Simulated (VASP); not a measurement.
Output of a VASP run:

File OUTCAR:
```
 ion  position               nearest neighbor table
   1  0.000  0.000  0.000-
  LATTYP: Found a body centered cubic cell.
 ALAT       =     3.7893000000
 Subroutine PRICEL returns:
 Original cell was already a primitive cell.
 Subroutine GETGRP returns: Found 48 space group operations
The static configuration has the point symmetry O_h .
The dynamic configuration has the point symmetry O_h .
 Subroutine INISYM returns: Found 48 space group operations
 Subroutine IBZKPT returns following result:
 Found     72 irreducible k-points:

 Following reciprocal coordinates:
            Coordinates               Weight
  0.000000  0.000000  0.000000      1.000000
  0.083333  0.000000  0.000000     12.000000
  0.166667  0.000000  0.000000     12.000000
  0.250000  0.000000  0.000000     12.000000
  0.333333  0.000000  0.000000     12.000000
  0.416667  0.000000  0.000000     12.000000
  0.500000  0.000000  0.000000      6.000000
  0.083333  0.083333  0.000000     24.000000
  0.166667  0.083333 -0.000000     48.000000
  0.250000  0.083333  0.000000     48.000000
  0.333333  0.083333 -0.000000     48.000000
  0.416667  0.083333  0.000000     48.000000
  0.166667  0.166667  0.000000     24.000000
  0.250000  0.166667  0.000000     48.000000
  0.333333  0.166667 -0.000000     48.000000
  0.416667  0.166667 -0.000000     24.000000
  0.250000  0.250000  0.000000     24.000000
  0.333333  0.250000  0.000000     48.000000
  0.333333  0.333333  0.000000      8.000000
  0.083333  0.083333  0.083333      8.000000
  0.166667  0.083333  0.083333     24.000000
  0.250000  0.083333  0.083333     24.000000
  0.333333  0.083333  0.083333     24.000000
  0.416667  0.083333  0.083333     12.000000
 -0.083333  0.083333  0.083333      6.000000
  0.166667  0.166667  0.083333     24.000000
  0.250000  0.166667  0.083333     48.000000
  0.333333  0.166667  0.083333     48.000000
 -0.166667  0.166667  0.083333     24.000000
  0.250000  0.250000  0.083333     24.000000
  0.333333  0.250000  0.083333     24.000000
 -0.250000  0.250000  0.083333     24.000000
 -0.166667  0.250000  0.083333     24.000000
 -0.333333  0.333333  0.083333     24.000000
 -0.250000  0.333333  0.083333     48.000000
 -0.416667  0.416667  0.083333     24.000000
 -0.333333  0.416667  0.083333     48.000000
 -0.250000  0.416667  0.083333     24.000000
  0.500000  0.500000  0.083333     12.000000
 -0.416667  0.500000  0.083333     48.000000
   k-points           NKPTS =     72   k-points in BZ     NKDIM =     72   number of bands    NBANDS=     11
   number of dos      NEDOS =    301   number of ions     NIONS =      1
   total plane-waves  NPLWV =  13824
   dimension x,y,z NGX =    24 NGY =   24 NGZ =   24
   dimension x,y,z NGXF=    48 NGYF=   48 NGZF=   48
   ions per type =               1
   PREC   = accura    normal or accurate (medium, high low for compatibility)
   ISTART =      0    job   : 0-new  1-cont  2-samecut
   ICHARG =      2    charge: 1-file 2-atom 10-const
   ISPIN  =      1    spin polarized calculation?
   LNONCOLLINEAR =      F non collinear calculations
   LSORBIT =      F    spin-orbit coupling
   INIWAV =      1    electr: 0-lowe 1-rand  2-diag
   ENCUT  =  400.0 eV  29.40 Ry    5.42 a.u.   5.35  5.35  5.35*2*pi/ulx,y,z
   NELM   =    100;   NELMIN=  2; NELMDL= -5     # of ELM steps
   EDIFF  = 0.1E-05   stopping-criterion for ELM
   LREAL  =      F    real-space projection
   NLSPLINE    = F    spline interpolate recip. space projectors
   LMAXMIX     =    4 max onsite mixed and CHGCAR
   VOSKOWN=      0    Vosko Wilk Nusair interpolation
   EDIFFG = -.1E-01   stopping-criterion for IOM
   NSW    =     60    number of steps for IOM
   NBLOCK =      1;   KBLOCK =     60    inner block; outer block
   IBRION =      2    ionic relax: 0-MD 1-quasi-New 2-CG
   NFREE  =      1    steps in history (QN), initial steepest desc. (CG)
...
```

### OSZICAR
```
...
DAV:   1     0.445246058840E+02    0.44525E+02   -0.67604E+03  1595   0.166E+03
DAV:   2    -0.228041850019E+02   -0.67329E+02   -0.65908E+02  1626   0.303E+02
DAV:   3    -0.265523065284E+02   -0.37481E+01   -0.37236E+01  1830   0.705E+01
DAV:   4    -0.266309792528E+02   -0.78673E-01   -0.78655E-01  1812   0.110E+01
DAV:   5    -0.266342477495E+02   -0.32685E-02   -0.32684E-02  1953   0.211E+00    0.226E+00
DAV:   6    -0.243184704596E+02    0.23158E+01   -0.66401E-01  1800   0.180E+01    0.987E-01
DAV:   7    -0.244663681697E+02   -0.14790E+00   -0.11407E-01  1602   0.512E+00    0.741E-01
DAV:   8    -0.244621416345E+02    0.42265E-02   -0.11950E-01  1584   0.287E+00    0.110E-01
DAV:   9    -0.245019079764E+02   -0.39766E-01   -0.27365E-02  1626   0.138E+00    0.416E-02
DAV:  10    -0.244994163524E+02    0.24916E-02   -0.72678E-04  1764   0.212E-01    0.588E-02
DAV:  11    -0.245026229018E+02   -0.32065E-02   -0.44691E-03  1638   0.654E-01    0.163E-02
DAV:  12    -0.245028776245E+02   -0.25472E-03   -0.14079E-04  1650   0.116E-01    0.970E-03
DAV:  13    -0.245029452751E+02   -0.67651E-04   -0.56574E-05  1635   0.687E-02    0.623E-03
DAV:  14    -0.245029318737E+02    0.13401E-04   -0.72512E-05  1620   0.736E-02    0.309E-03
DAV:  15    -0.245029494857E+02   -0.17612E-04   -0.87766E-06  1653   0.371E-02    0.741E-04
DAV:  16    -0.245029589647E+02   -0.94790E-05   -0.15703E-05  1617   0.327E-02    0.922E-04
DAV:  17    -0.245029581201E+02    0.84460E-06   -0.17730E-06  1623   0.128E-02
   1 F= -.24502958E+02 E0= -.24503027E+02  d E =-.245030E+02
       N       E                     dE             d eps       ncg     rms          rms(c)
DAV:   1    -0.245538303748E+02   -0.50871E-01   -0.99053E-01  1881   0.211E+01    0.123E+00
DAV:   2    -0.245117303682E+02    0.42100E-01   -0.57658E-02  1806   0.541E+00    0.550E-01
DAV:   3    -0.245025003011E+02    0.92301E-02   -0.26896E-02  2245   0.332E+00    0.714E-02
DAV:   4    -0.245030927069E+02   -0.59241E-03   -0.17575E-03  1596   0.504E-01    0.276E-02
DAV:   5    -0.245034277069E+02   -0.33500E-03   -0.66027E-04  1598   0.322E-01    0.208E-02
DAV:   6    -0.245037635777E+02   -0.33587E-03   -0.18299E-04  1758   0.172E-01    0.137E-02
DAV:   7    -0.245035673961E+02    0.19618E-03   -0.15816E-04  1590   0.174E-01    0.179E-02
DAV:   8    -0.245037965650E+02   -0.22917E-03   -0.10028E-04  1584   0.131E-01    0.357E-03
DAV:   9    -0.245037964002E+02    0.16480E-06   -0.90190E-07  1277   0.103E-02
   2 F= -.24503796E+02 E0= -.24503855E+02  d E =-.838280E-03
       N       E                     dE             d eps       ncg     rms          rms(c)
DAV:   1    -0.245064916742E+02   -0.26951E-02   -0.53160E-02  1887   0.503E+00    0.281E-01
DAV:   2    -0.245043235804E+02    0.21681E-02   -0.29861E-03  1803   0.121E+00    0.126E-01
DAV:   3    -0.245038213723E+02    0.50221E-03   -0.14706E-03  2259   0.768E-01    0.156E-02
DAV:   4    -0.245038470143E+02   -0.25642E-04   -0.96456E-05  1602   0.120E-01    0.631E-03
DAV:   5    -0.245038674281E+02   -0.20414E-04   -0.33104E-05  1584   0.716E-02    0.459E-03
DAV:   6    -0.245038789887E+02   -0.11561E-04   -0.98640E-06  1770   0.407E-02    0.314E-03
DAV:   7    -0.245038721657E+02    0.68230E-05   -0.95352E-06  1590   0.438E-02    0.427E-03
DAV:   8    -0.245038806306E+02   -0.84649E-05   -0.57389E-06  1584   0.320E-02    0.794E-04
DAV:   9    -0.245038811913E+02   -0.56068E-06   -0.54116E-08   810   0.258E-03
   3 F= -.24503881E+02 E0= -.24503948E+02  d E =-.923071E-03
```

File OUTCAR:
```
------------------------ aborting loop because EDIFF is reached ----------------------------------------
  FORCE on cell =-STRESS in cart. coord.  units (eV):
  Direction    XX          YY          ZZ          XY          YZ          ZX
  --------------------------------------------------------------------------------------
  Total        0.0010494      0.0010494      0.0010494      0.0000000     -0.0000000     -0.0000000
  in kB        0.0626906      0.0626906      0.0626906      0.0000000     -0.0000000     -0.0000000
  external PRESSURE =       0.0626906 kB  Pullay stress =       0.0000000 kB
  volume of cell :       26.82
      direct lattice vectors                 reciprocal lattice vectors
    -1.885646130  1.885646130  1.885646130     0.000000000  0.265161099  0.265161099
     1.885646130 -1.885646130  1.885646130     0.265161099  0.000000000  0.265161099
     1.885646130  1.885646130 -1.885646130     0.265161099  0.265161099  0.000000000
 POSITION                                       TOTAL-FORCE (eV/Angst)
 -----------------------------------------------------------------------------------
      0.00000     -0.00000      0.00000        -0.000000     -0.000000      0.000000
 -----------------------------------------------------------------------------------
    total drift:                               -0.000000      0.000000      0.000000
  FREE ENERGIE OF THE ION-ELECTRON SYSTEM (eV)
  ---------------------------------------------------
  free  energy   TOTEN  =       -24.5038811913 eV

  energy  without entropy=      -24.5040823255  energy(sigma->0) =      -24.50394824

 reached required accuracy - stopping structural energy minimisation
```
(Selected blocks of OUTCAR.)

**POSCAR**
```
Sn
1
   -1.8946500000     1.8946500000     1.8946500000
    1.8946500000    -1.8946500000     1.8946500000
    1.8946500000     1.8946500000    -1.8946500000
Sn
1
Direct
  0.0000000000   0.0000000000   0.0000000000
```

Question: Reconstruct the remaining input files.

Answer: This is not unique; one that fits is the input of the run itself, r2SCAN meta-GGA, plane waves, VASP's PBE PAW potentials (set 64).

### INCAR
```
! general
SYSTEM =Sn
PREC   =Accurate
ENCUT  =400   ! plane-wave cut-off (eV)
LREAL  =F
LASPH  =T   ! aspherical one-centre terms

! electronic loop
EDIFF  =1E-6   ! SCF stop (eV)
NELM   =100
ALGO   =Normal
LMAXMIX=4   ! l cut-off of mixed one-centre charges
LMIXTAU=T

! smearing
ISMEAR =1   ! Methfessel-Paxton
SIGMA  =0.1

! functional
METAGGA=R2SCAN

! ions
IBRION =2   ! conjugate gradients
NSW    =60
ISIF   =3
EDIFFG =-0.01   ! ionic stop

! output
LWAVE  =F
LCHARG =F
```

File KPOINTS:
```
Automatic mesh
0
Gamma
12 12 12
0 0 0
```

POTCAR, in this order: Sn_d (PBE.64 set). Program: vasp_std.

The structure comes from a computed database's Sn entry (Im-3m); how it stands against other phases isn't given here. This run relaxes it. Symmetry was kept, so distortions that lower it aren't found.
